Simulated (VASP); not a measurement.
Consider the following.

```
Cu
1.0
   -2.27277     2.27277     1.20230
    2.27277    -2.27277     1.20230
    2.27277     2.27277    -1.20230
Cu
2
Direct
  0.75000   0.25000   0.50000
  0.00000   0.00000   0.00000
```

Level of theory: PBEsol GGA, VASP's PBE PAW potentials (set 64) (plane waves; VASP). Settings: 400 eV cut-off, Gaussian smearing of 0.050 eV, potentials Cu.

Task: Give the energies of bands 1 to 14 at the high-symmetry points, in eV from the Fermi level.

Result: 
| band | Γ | X | M | Z | P | N |
|---|---|---|---|---|---|---|
| 1 | -8.94 | -5.63 | -4.85 | -4.03 | -4.17 | -4.58 |
| 2 | -4.62 | -5.63 | -4.85 | -4.03 | -4.17 | -4.29 |
| 3 | -4.03 | -3.70 | -3.54 | -3.83 | -4.06 | -3.74 |
| 4 | -3.89 | -3.70 | -3.54 | -3.45 | -4.06 | -3.57 |
| 5 | -3.55 | -3.16 | -2.29 | -2.80 | -2.68 | -2.69 |
| 6 | -2.02 | -3.16 | -2.29 | -2.75 | -2.68 | -2.69 |
| 7 | -2.02 | -2.26 | -1.97 | -2.51 | -1.89 | -2.15 |
| 8 | -1.99 | -2.26 | -1.97 | -2.51 | -1.89 | -1.95 |
| 9 | -1.99 | -1.75 | -1.90 | -1.87 | -1.51 | -1.63 |
| 10 | -1.46 | -1.75 | -1.90 | -1.70 | -1.51 | -1.53 |
| 11 | -1.05 | -1.60 | -1.60 | 3.46 | 2.24 | 0.30 |
| 12 | 4.84 | -1.60 | -1.60 | 3.50 | 2.24 | 2.98 |
| 13 | 4.84 | 10.29 | 2.44 | 3.50 | 4.08 | 6.38 |
| 14 | 10.42 | 10.29 | 2.44 | 3.52 | 4.08 | 7.10 |

It has no gap at this level: it comes out as a metal or semimetal.

The structure was generated: Cu was put into the beta-Sn type (I4_1/amd), which need not be its known phase. It was relaxed first.
